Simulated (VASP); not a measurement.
Input for VASP

POSCAR:
```
PtAl2
1
   -0.0000000000     2.9749978212     2.9749978212
    2.9749978212     0.0000000000     2.9749978212
    2.9749978212     2.9749978212     0.0000000000
Al Pt
2 1
Direct
  0.2500000000   0.2500000000   0.2500000000
  0.7500000000   0.7500000000   0.7500000000
  0.0000000000   0.0000000000   0.0000000000
```

### INCAR
```
ALGO = Normal
EDIFF = 1E-6
EDIFFG = -0.02
ENCUT = 520
GGA = 91
IBRION = 2
ISIF = 3
ISMEAR = 1
LASPH = .True.
LCHARG = .False.
LMAXMIX = 6
LREAL = .False.
LWAVE = .False.
NELM = 100
NSW = 60
PREC = Accurate
SIGMA = 0.1
SYSTEM = PtAl2
```

**KPOINTS**
```
Automatic mesh
0
Gamma
8 8 8
0 0 0
```

POTCAR, in this order: Al Pt (PBE.64 set). Program: vasp_std.

**Question.** Write an equivalent input for Quantum ESPRESSO's pw.x.

**Answer.** One equivalent input (not run):
```
&CONTROL
  calculation = 'vc-relax'
  pseudo_dir = './pseudo'
  outdir = './out'
  tprnfor = .true.
  tstress = .true.
  nstep = 60
  forc_conv_thr = 0.00078
/
&SYSTEM
  ibrav = 0
  nat = 3
  ntyp = 2
  ecutwfc = 84
  occupations = 'smearing'
  smearing = 'methfessel-paxton'
  degauss = 0.00735
  input_dft = 'pw91'
/
&ELECTRONS
  conv_thr = 7.3e-08
  electron_maxstep = 100
/
&IONS
/
&CELL
/
ATOMIC_SPECIES
  Al 26.982 Al.upf
  Pt 195.084 Pt.upf
CELL_PARAMETERS angstrom
    -0.0000000    2.9749978    2.9749978
     2.9749978    0.0000000    2.9749978
     2.9749978    2.9749978    0.0000000
ATOMIC_POSITIONS crystal
  Al   0.2500000  0.2500000  0.2500000
  Al   0.7500000  0.7500000  0.7500000
  Pt   0.0000000  0.0000000  0.0000000
K_POINTS automatic
  8 8 8 0 0 0
```
What does not carry over: the potentials are each code's own (VASP's PAW set, PseudoDojo norm-conserving files in pw.x), so ENCUT and ecutwfc are chosen apart and not converted; conv_thr bounds pw.x's estimated SCF error, while EDIFF bounds the energy change between steps; forc_conv_thr acts on force components and is met together with etot_conv_thr.

The compound is PtAl2 in the fluorite structure. It was relaxed first. The start is the result of an earlier pass.
